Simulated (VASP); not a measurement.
Output of a VASP run:

OSZICAR:
```
       N       E                     dE             d eps       ncg     rms          rms(c)
DAV:   1     0.194674786777E+03    0.19467E+03   -0.15414E+04  1494   0.212E+03
DAV:   2    -0.199161022856E+02   -0.21459E+03   -0.20656E+03  1470   0.369E+02
DAV:   3    -0.303330607395E+02   -0.10417E+02   -0.10094E+02  1610   0.109E+02
DAV:   4    -0.305725090298E+02   -0.23945E+00   -0.23794E+00  1727   0.147E+01
DAV:   5    -0.305814734062E+02   -0.89644E-02   -0.89519E-02  1781   0.263E+00    0.215E+01
DAV:   6    -0.300119347122E+02    0.56954E+00   -0.62193E+01  1697   0.130E+02    0.170E+01
DAV:   7    -0.263734780857E+02    0.36385E+01   -0.17561E+01  1638   0.707E+01    0.438E+00
DAV:   8    -0.263147218059E+02    0.58756E-01   -0.75405E-01  1573   0.694E+00    0.150E+00
DAV:   9    -0.262948938755E+02    0.19828E-01   -0.36529E-02  1949   0.276E+00    0.574E-01
DAV:  10    -0.262922229313E+02    0.26709E-02   -0.34748E-03  1965   0.493E-01    0.235E-01
DAV:  11    -0.262917841456E+02    0.43879E-03   -0.68163E-04  2227   0.320E-01    0.551E-02
DAV:  12    -0.262917790704E+02    0.50752E-05   -0.10422E-04  1569   0.123E-01    0.157E-02
DAV:  13    -0.262917781450E+02    0.92535E-06   -0.66150E-06  1633   0.182E-02
   1 F= -.24997453E+02 E0= -.24997600E+02  d E =-.249975E+02
       N       E                     dE             d eps       ncg     rms          rms(c)
DAV:   1    -0.275069477217E+02   -0.12152E+01   -0.15442E+01  1520   0.623E+01    0.998E+00
DAV:   2    -0.271341666470E+02    0.37278E+00   -0.14800E+01  1676   0.666E+01    0.698E+00
DAV:   3    -0.262599065820E+02    0.87426E+00   -0.38969E+00  1645   0.349E+01    0.166E+00
DAV:   4    -0.262247916544E+02    0.35115E-01   -0.12674E-01  1606   0.329E+00    0.573E-01
DAV:   5    -0.262211317260E+02    0.36599E-02   -0.51578E-03  2018   0.900E-01    0.261E-01
DAV:   6    -0.262206713038E+02    0.46042E-03   -0.13886E-03  1841   0.360E-01    0.597E-02
DAV:   7    -0.262206652661E+02    0.60378E-05   -0.12251E-04  1591   0.120E-01    0.300E-02
DAV:   8    -0.262206602171E+02    0.50490E-05   -0.20309E-05  1701   0.277E-02    0.859E-03
DAV:   9    -0.262206586229E+02    0.15942E-05   -0.29570E-06  1222   0.236E-02    0.167E-03
DAV:  10    -0.262206586091E+02    0.13852E-07   -0.31205E-07   815   0.810E-03
   2 F= -.24985725E+02 E0= -.24985890E+02  d E =0.117283E-01
       N       E                     dE             d eps       ncg     rms          rms(c)
DAV:   1    -0.267210304405E+02   -0.50037E+00   -0.51848E+00  1505   0.375E+01    0.598E+00
DAV:   2    -0.266922681347E+02    0.28762E-01   -0.60648E+00  1683   0.409E+01    0.453E+00
DAV:   3    -0.262889392983E+02    0.40333E+00   -0.15733E+00  1652   0.221E+01    0.922E-01
DAV:   4    -0.262819404138E+02    0.69989E-02   -0.60988E-02  1584   0.194E+00    0.443E-01
DAV:   5    -0.262793635748E+02    0.25768E-02   -0.94436E-03  1838   0.157E+00    0.107E-01
DAV:   6    -0.262792969304E+02    0.66644E-04   -0.82762E-04  1530   0.327E-01    0.318E-02
DAV:   7    -0.262793055109E+02   -0.85805E-05   -0.30319E-05  2006   0.471E-02    0.234E-02
DAV:   8    -0.262793101949E+02   -0.46840E-05   -0.25782E-06  1172   0.209E-02    0.476E-03
DAV:   9    -0.262793096687E+02    0.52611E-06   -0.68417E-07   810   0.141E-02
   3 F= -.25010471E+02 E0= -.25010625E+02  d E =-.130184E-01
```

File OUTCAR:
```
------------------------ aborting loop because EDIFF is reached ----------------------------------------
  FORCE on cell =-STRESS in cart. coord.  units (eV):
  Direction    XX          YY          ZZ          XY          YZ          ZX
  --------------------------------------------------------------------------------------
  Total        1.2727109      1.2727109      1.2727109      0.0000000      0.0000000     -0.0000000
  in kB       50.1526020     50.1526020     50.1526020      0.0000000      0.0000000     -0.0000000
  external PRESSURE =       0.1526020 kB  Pullay stress =      50.0000000 kB
  volume of cell :       40.66
      direct lattice vectors                 reciprocal lattice vectors
     3.438605024 -0.000000000 -0.000000000     0.290815605  0.000000000 -0.000000000
    -0.000000000  3.438605024 -0.000000000     0.000000000  0.290815605 -0.000000000
     0.000000000  0.000000000  3.438605024     0.000000000  0.000000000  0.290815605
 POSITION                                       TOTAL-FORCE (eV/Angst)
 -----------------------------------------------------------------------------------
      0.00000      0.00000      0.00000         0.000000      0.000000      0.000000
      0.00000      1.71930      1.71930        -0.000000      0.000000      0.000000
      1.71930     -0.00000      1.71930         0.000000      0.000000      0.000000
      1.71930      1.71930     -0.00000         0.000000      0.000000      0.000000
 -----------------------------------------------------------------------------------
    total drift:                                0.000000      0.000000      0.000000
  FREE ENERGIE OF THE ION-ELECTRON SYSTEM (eV)
  ---------------------------------------------------
  free  energy   TOTEN  =       -26.2793096687 eV

  energy  without entropy=      -26.2797715630  energy(sigma->0) =      -26.27946363
  enthalpy is  TOTEN    =       -25.0104713024 eV   P V=        1.2688383663

 reached required accuracy - stopping structural energy minimisation
```
(Selected blocks of OUTCAR.)

**POSCAR**
```
Ni3Si
1
    3.4614760231     0.0000000000     0.0000000000
    0.0000000000     3.4614760231     0.0000000000
    0.0000000000     0.0000000000     3.4614760231
Si Ni
1 3
Direct
  0.0000000000   0.0000000000   0.0000000000
  0.0000000000   0.5000000000   0.5000000000
  0.5000000000   0.0000000000   0.5000000000
  0.5000000000   0.5000000000   0.0000000000
```

**Question.** Reconstruct the remaining input files.

**Answer.** One answer among several that fit: the input of the run itself, PBEsol GGA, plane waves, VASP's PBE PAW potentials (set 64).

### INCAR
```
SYSTEM = Ni3Si
PREC = Accurate; ENCUT = 500; LREAL = .FALSE.
LASPH = .TRUE.
EDIFF = 1E-6; NELM = 100; ALGO = Normal
LMAXMIX = 4
ISMEAR = 1; SIGMA = 0.1
GGA = PS
IBRION = 2; NSW = 40; ISIF = 3
EDIFFG = -0.02; PSTRESS = 50
LWAVE = .FALSE.; LCHARG = .FALSE.
```

File KPOINTS:
```
Regular mesh
0
Gamma
 9 9 9
0 0 0
```

POTCAR, in this order: Si Ni (PBE.64 set). Program: vasp_std.

The compound is Ni3Si in the L1_2 structure. This run relaxes it under an external pressure of 5 GPa. Symmetry was kept, so distortions that lower it aren't found. The run is not spin-polarised, so no magnetic state was tried.
